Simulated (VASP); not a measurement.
OSZICAR of a VASP run on Te (trig):

### OSZICAR
```
       N       E                     dE             d eps       ncg     rms          rms(c)
DAV:   1     0.676008464715E+02    0.67601E+02   -0.56486E+03   442   0.888E+02
DAV:   2    -0.484975139801E+01   -0.72451E+02   -0.69592E+02   586   0.143E+02
DAV:   3    -0.936215399654E+01   -0.45124E+01   -0.44886E+01   557   0.408E+01
DAV:   4    -0.944630837850E+01   -0.84154E-01   -0.84129E-01   589   0.683E+00
DAV:   5    -0.944686963213E+01   -0.56125E-03   -0.56125E-03   512   0.529E-01    0.114E+01
DAV:   6    -0.942972769555E+01    0.17142E-01   -0.20302E-02   482   0.963E-01    0.728E+00
DAV:   7    -0.942727452758E+01    0.24532E-02   -0.44356E-02   447   0.147E+00    0.304E-01
DAV:   8    -0.942654815252E+01    0.72638E-03   -0.79971E-03   442   0.569E-01    0.151E-01
DAV:   9    -0.942658983549E+01   -0.41683E-04   -0.21858E-04   565   0.115E-01    0.887E-02
DAV:  10    -0.942662454682E+01   -0.34711E-04   -0.51079E-05   487   0.518E-02    0.220E-02
DAV:  11    -0.942662198443E+01    0.25624E-05   -0.11386E-05   477   0.220E-02    0.581E-03
DAV:  12    -0.942662232463E+01   -0.34019E-06   -0.95912E-07   527   0.676E-03    0.204E-03
DAV:  13    -0.942662233833E+01   -0.13700E-07   -0.47337E-07   442   0.460E-03    0.592E-04
DAV:  14    -0.942662231918E+01    0.19142E-07   -0.83149E-09   386   0.652E-04    0.386E-04
DAV:  15    -0.942662227028E+01    0.48899E-07   -0.72590E-09   301   0.595E-04    0.288E-04
DAV:  16    -0.942662226634E+01    0.39461E-08   -0.61829E-10   221   0.187E-04
   1 F= -.94266223E+01 E0= -.94266223E+01  d E =-.942662E+01
       N       E                     dE             d eps       ncg     rms          rms(c)
DAV:   1    -0.942662794194E+01   -0.56717E-05   -0.16117E-04   442   0.736E-02    0.755E-03
DAV:   2    -0.942662828809E+01   -0.34615E-06   -0.64070E-06   502   0.166E-02    0.197E-03
DAV:   3    -0.942662814630E+01    0.14179E-06   -0.76060E-08   497   0.227E-03    0.119E-03
DAV:   4    -0.942662798859E+01    0.15771E-06   -0.90434E-09   266   0.672E-04    0.337E-04
DAV:   5    -0.942662795821E+01    0.30382E-07   -0.16464E-09   221   0.329E-04    0.127E-04
DAV:   6    -0.942662795093E+01    0.72778E-08   -0.36172E-10   221   0.173E-04
   2 F= -.94266280E+01 E0= -.94266280E+01  d E =-.568459E-05
       N       E                     dE             d eps       ncg     rms          rms(c)
DAV:   1    -0.942663101357E+01   -0.30554E-05   -0.98302E-04   442   0.182E-01    0.185E-02
DAV:   2    -0.942663395806E+01   -0.29445E-05   -0.39052E-05   502   0.409E-02    0.482E-03
DAV:   3    -0.942663362363E+01    0.33442E-06   -0.46337E-07   502   0.561E-03    0.295E-03
DAV:   4    -0.942663324734E+01    0.37629E-06   -0.63859E-08   497   0.167E-03    0.101E-03
DAV:   5    -0.942663315620E+01    0.91141E-07   -0.35898E-09   246   0.468E-04    0.237E-04
DAV:   6    -0.942663316751E+01   -0.11314E-07   -0.11608E-09   221   0.260E-04    0.899E-05
DAV:   7    -0.942663315946E+01    0.80528E-08   -0.22592E-10   221   0.135E-04
   3 F= -.94266332E+01 E0= -.94266332E+01  d E =-.520853E-05
```

Q: Which electronic solver shows in the log?

A: It is blocked Davidson (ALGO = Normal, or the opening steps of other solvers). The INCAR had ALGO = Normal.

Q: Can the final energy be trusted as converged?

A: Self-consistency was reached. It stopped with EDIFF = 1E-8, NELM = 100, NSW = 30 and EDIFFG = -0.001 after 3 ionic steps (PBE GGA, plane waves, VASP's PBE PAW potentials (set 64)).

The compound is Te in the trig structure. This run relaxes the ions in a fixed cell. Symmetry was kept, so distortions that lower it aren't found. The start is the result of an earlier pass.
